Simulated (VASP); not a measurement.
Take Mg2Si (antifluorite), without spin-orbit terms, in VASP with PAW potentials, and its band gap.

Problem. One run gives 0.17 eV. Which level is it?
A. AM05 (own cell)
B. LDA (own cell)
C. PBE-D4 (own cell)
D. optB88-vdW (own cell)

Solution. C, PBE-D4 (own cell).  The others give 0.33 (optB88-vdW (own cell)), 0.10 (LDA (own cell)), 0.11 (AM05 (own cell)).

Only levels that ran to the end are used. Left out are those held back, those with too coarse a band path, GW runs whose mesh misses a band edge, hybrids' fits of cells that aren't cubic and levels without matching references; a question may draw on a part of the rest.

The compound is Mg2Si in the antifluorite structure.
